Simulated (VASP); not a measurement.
Given:

```
ZnGeP2
1.0
   -2.69030     2.69030     5.30028
    2.69030    -2.69030     5.30028
    2.69030     2.69030    -5.30028
Zn Ge P
2 2 4
Direct
  0.00000   0.00000   0.00000
  0.75000   0.25000   0.50000
  0.50000   0.50000   0.00000
  0.25000   0.75000   0.50000
  0.87500   0.87415   0.49915
  0.12585   0.62500   0.00085
  0.37500   0.37585   0.50085
  0.62415   0.12500   0.99915
```

These are LDA (Ceperley-Alder, Perdew-Zunger), VASP's LDA PAW potentials (set 64) (plane waves; VASP) values and carry that method's errors. Settings: 400 eV cut-off, 7×7×7 Γ-centred mesh, tetrahedra with Blöchl corrections, potentials Zn Ge_d P.

### Question
What does the run give for the energy per atom (σ→0)?

### Answer

| Quantity | Value |
|---|---|
| energy per atom (σ→0) | -4.995 eV/atom |

The compound is ZnGeP2 in the chalcopyrite structure. It was relaxed first.
